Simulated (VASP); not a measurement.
Method: PBEsol GGA, VASP's PBE PAW potentials (set 64) (plane waves; VASP).

VASP ran on this input.

### KPOINTS
```
Automatic mesh
0
Gamma
8 8 2
0 0 0
```

File POSCAR:
```
MoS2
1
    1.5699322970    -2.7192022322    -0.0000000000
    1.5699322970     2.7192022322    -0.0000000000
    0.0000000000    -0.0000000000    12.3724465429
Mo S
2 4
Direct
  0.3333330000   0.6666670000   0.2500000000
  0.6666670000   0.3333330000   0.7500000000
  0.3333330000   0.6666670000   0.8759648091
  0.6666670000   0.3333330000   0.3759648091
  0.6666670000   0.3333330000   0.1240351909
  0.3333330000   0.6666670000   0.6240351909
```

**INCAR**
```
LASPH  =  .True.
ISMEAR  =  0   ! Gaussian
LCHARG  =  .False.
NSW  =  40   ! most ionic steps
EDIFF  =  1E-6   ! SCF stop (eV)
SYSTEM  =  MoS2
GGA  =  PS
LMAXMIX  =  4
EDIFFG  =  -0.02
ISIF  =  3
SIGMA  =  0.05   ! width (eV)
ALGO  =  Normal   ! blocked Davidson
NELM  =  100
PREC  =  Accurate
ENCUT  =  500   ! plane-wave cut-off (eV)
IBRION  =  2
LREAL  =  .False.   ! projection in real space or not
LWAVE  =  .False.
```

POTCAR, in this order: Mo_sv S (PBE.64 set). Program: vasp_std.

What will the output report for the number of irreducible k-points (NKPTS), largest plane-wave count, number of space-group operations, FFT grid (NGX, NGY, NGZ)?

```yaml
number of irreducible k-points (NKPTS): 20
largest_plane_wave_count: 2704
number_of_space_group_operations: 24
FFT grid (NGX, NGY, NGZ): 24 × 24 × 90
```

The compound is MoS2 in the 2H layered structure. This run relaxes it. Symmetry was kept, so distortions that lower it aren't found.
